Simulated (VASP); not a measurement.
Calculation: optB88-vdW, VASP's PBE PAW potentials (set 64) (plane waves; VASP).

VASP ran on this input.

**INCAR**
```
AGGAC=0.0
ALGO=Normal
EDIFF=1E-6
EDIFFG=-0.02
ENCUT=520
GGA=BO
IBRION=2
ISIF=3
ISMEAR=1
LASPH=.TRUE.
LCHARG=.FALSE.
LMAXMIX=6
LREAL=.FALSE.
LUSE_VDW=.TRUE.
LWAVE=.FALSE.
NELM=100
NSW=60
PARAM1=0.1833333333
PARAM2=0.22
PREC=Accurate
SIGMA=0.1
SYSTEM=Pt3Ti
```

File KPOINTS:
```
K-points
0
Gamma
7 7 7
0 0 0
```

**POSCAR**
```
Pt3Ti
1
    3.8984325567     0.0000000000     0.0000000000
   -0.0000000000     3.8984325567     0.0000000000
   -0.0000000000     0.0000000000     3.8984325567
Ti Pt
1 3
Direct
  0.0000000000   0.0000000000   0.0000000000
  0.0000000000   0.5000000000   0.5000000000
  0.5000000000   0.0000000000   0.5000000000
  0.5000000000   0.5000000000   0.0000000000
```

POTCAR, in this order: Ti_sv Pt (PBE.64 set). Program: vasp_std.

The run wrote:

**OSZICAR**
```
       N       E                     dE             d eps       ncg     rms          rms(c)
DAV:   1     0.395449675064E+03    0.39545E+03   -0.21505E+04  1000   0.181E+03
DAV:   2     0.115765168886E+02   -0.38387E+03   -0.37709E+03  1088   0.449E+02
DAV:   3    -0.205739023778E+02   -0.32150E+02   -0.30705E+02  1509   0.110E+02
DAV:   4    -0.215229279351E+02   -0.94903E+00   -0.94455E+00  1158   0.201E+01
DAV:   5    -0.215550042462E+02   -0.32076E-01   -0.32047E-01  1436   0.374E+00    0.221E+01
DAV:   6    -0.202165582235E+02    0.13384E+01   -0.23156E+01  1424   0.326E+01    0.150E+01
DAV:   7    -0.195316354713E+02    0.68492E+00   -0.31349E+01  1463   0.338E+01    0.105E+01
DAV:   8    -0.188320525635E+02    0.69958E+00   -0.15498E+00  1431   0.952E+00    0.458E+00
DAV:   9    -0.187107999099E+02    0.12125E+00   -0.15531E+00  1517   0.683E+00    0.177E+00
DAV:  10    -0.186834408956E+02    0.27359E-01   -0.16671E-01  1427   0.287E+00    0.368E-01
DAV:  11    -0.186852857509E+02   -0.18449E-02   -0.30471E-03  1314   0.417E-01    0.470E-01
DAV:  12    -0.186835699637E+02    0.17158E-02   -0.12053E-02  1515   0.661E-01    0.104E-01
DAV:  13    -0.186835382914E+02    0.31672E-04   -0.16833E-04  1149   0.962E-02    0.659E-02
DAV:  14    -0.186835211519E+02    0.17139E-04   -0.44613E-05  1466   0.378E-02    0.374E-02
DAV:  15    -0.186835109309E+02    0.10221E-04   -0.56942E-05  1463   0.492E-02    0.613E-03
DAV:  16    -0.186835110200E+02   -0.89148E-07   -0.10160E-06   747   0.761E-03
   1 F= -.18683511E+02 E0= -.18683210E+02  d E =-.186835E+02
       N       E                     dE             d eps       ncg     rms          rms(c)
DAV:   1    -0.271890357261E+02   -0.85055E+01   -0.21305E+02  1112   0.137E+02    0.226E+01
DAV:   2    -0.185298763322E+02    0.86592E+01   -0.32784E+01  1117   0.476E+01    0.915E+00
DAV:   3    -0.184210611387E+02    0.10882E+00   -0.64447E+00  1361   0.130E+01    0.859E+00
DAV:   4    -0.182960619460E+02    0.12500E+00   -0.47809E+00  1611   0.118E+01    0.501E+00
DAV:   5    -0.183435696490E+02   -0.47508E-01   -0.28914E-01  1533   0.340E+00    0.251E+00
DAV:   6    -0.183602823189E+02   -0.16713E-01   -0.25871E-01  1543   0.227E+00    0.863E-01
DAV:   7    -0.183588330200E+02    0.14493E-02   -0.16865E-02  1407   0.773E-01    0.276E-01
DAV:   8    -0.183590659148E+02   -0.23289E-03   -0.23818E-03  1433   0.362E-01    0.412E-02
DAV:   9    -0.183590825644E+02   -0.16650E-04   -0.15207E-04  1530   0.825E-02    0.390E-02
DAV:  10    -0.183590770852E+02    0.54792E-05   -0.63429E-05  1433   0.490E-02    0.471E-03
DAV:  11    -0.183590771825E+02   -0.97270E-07   -0.13769E-06   797   0.881E-03
   2 F= -.18359077E+02 E0= -.18359733E+02  d E =0.324434E+00
       N       E                     dE             d eps       ncg     rms          rms(c)
DAV:   1    -0.230472460535E+02   -0.46882E+01   -0.10191E+02  1064   0.894E+01    0.159E+01
DAV:   2    -0.192303023287E+02    0.38169E+01   -0.16536E+01  1130   0.291E+01    0.626E+00
DAV:   3    -0.196349328287E+02   -0.40463E+00   -0.12736E+01  1563   0.203E+01    0.112E+01
DAV:   4    -0.187908558522E+02    0.84408E+00   -0.11804E+01  1471   0.182E+01    0.271E+00
DAV:   5    -0.187418434084E+02    0.49012E-01   -0.28354E-01  1399   0.324E+00    0.116E+00
DAV:   6    -0.187582553979E+02   -0.16412E-01   -0.20801E-01  1487   0.228E+00    0.909E-01
DAV:   7    -0.187595903269E+02   -0.13349E-02   -0.21385E-02  1395   0.973E-01    0.357E-01
DAV:   8    -0.187639889730E+02   -0.43986E-02   -0.70369E-03  1538   0.399E-01    0.311E-01
DAV:   9    -0.187635783674E+02    0.41061E-03   -0.25099E-03  1462   0.303E-01    0.142E-01
DAV:  10    -0.187634776769E+02    0.10069E-03   -0.58867E-04  1459   0.159E-01    0.362E-02
DAV:  11    -0.187634836365E+02   -0.59596E-05   -0.88695E-06  1042   0.268E-02    0.217E-02
DAV:  12    -0.187634843851E+02   -0.74860E-06   -0.78604E-06  1224   0.196E-02
   3 F= -.18763484E+02 E0= -.18763609E+02  d E =-.799734E-01
       N       E                     dE             d eps       ncg     rms          rms(c)
DAV:   1    -0.187643909169E+02   -0.90728E-03   -0.19925E-02  1072   0.130E+00    0.201E-01
DAV:   2    -0.187636942442E+02    0.69667E-03   -0.31848E-03  1156   0.408E-01    0.125E-01
DAV:   3    -0.187637940369E+02   -0.99793E-04   -0.29453E-03  1553   0.339E-01    0.127E-01
DAV:   4    -0.187635736160E+02    0.22042E-03   -0.12542E-03  1409   0.196E-01    0.303E-02
DAV:   5    -0.187635816068E+02   -0.79907E-05   -0.29621E-05  1243   0.336E-02    0.127E-02
DAV:   6    -0.187635869236E+02   -0.53168E-05   -0.16774E-05  1300   0.144E-02    0.709E-03
DAV:   7    -0.187635870195E+02   -0.95847E-07   -0.53844E-07   513   0.472E-03
   4 F= -.18763587E+02 E0= -.18763700E+02  d E =-.800760E-01
```

OUTCAR:
```
------------------------ aborting loop because EDIFF is reached ----------------------------------------
  FORCE on cell =-STRESS in cart. coord.  units (eV):
  Direction    XX          YY          ZZ          XY          YZ          ZX
  --------------------------------------------------------------------------------------
  Total       -0.0197765     -0.0197765     -0.0197765     -0.0000000      0.0000000     -0.0000000
  in kB       -0.5131949     -0.5131949     -0.5131949     -0.0000000      0.0000000     -0.0000000
  external PRESSURE =      -0.5131949 kB  Pullay stress =       0.0000000 kB
  volume of cell :       61.74
      direct lattice vectors                 reciprocal lattice vectors
     3.952381911  0.000000000 -0.000000000     0.253011987 -0.000000000  0.000000000
     0.000000000  3.952381911  0.000000000    -0.000000000  0.253011987 -0.000000000
    -0.000000000  0.000000000  3.952381911     0.000000000 -0.000000000  0.253011987
 POSITION                                       TOTAL-FORCE (eV/Angst)
 -----------------------------------------------------------------------------------
      0.00000      0.00000      0.00000        -0.000000     -0.000000      0.000000
     -0.00000      1.97619      1.97619         0.000000     -0.000000      0.000000
      1.97619      0.00000      1.97619        -0.000000      0.000000      0.000000
      1.97619      1.97619      0.00000        -0.000000     -0.000000      0.000000
 -----------------------------------------------------------------------------------
    total drift:                                0.000000      0.000000     -0.000000
  FREE ENERGIE OF THE ION-ELECTRON SYSTEM (eV)
  ---------------------------------------------------
  free  energy   TOTEN  =       -18.7635870195 eV

  energy  without entropy=      -18.7639248907  energy(sigma->0) =      -18.76369964

 reached required accuracy - stopping structural energy minimisation
```
(Selected blocks of OUTCAR.)

**CONTCAR**
```
Pt3Ti
   1.00000000000000
     3.9523819113881977    0.0000000000000000   -0.0000000000000000
     0.0000000000000000    3.9523819113881977    0.0000000000000000
    -0.0000000000000000    0.0000000000000000    3.9523819113881977
  Ti              Pt
     1     3
Direct
     0.0000000000000000    0.0000000000000000    0.0000000000000000
     0.0000000000000000    0.5000000000000000    0.5000000000000000
     0.5000000000000000    0.0000000000000000    0.5000000000000000
     0.5000000000000000    0.5000000000000000    0.0000000000000000
```

Energy and stress use the plane-wave basis of the starting cell.

The compound is Pt3Ti in the L1_2 structure. This run relaxes it. Symmetry was kept, so distortions that lower it aren't found. The start is the result of an earlier pass.
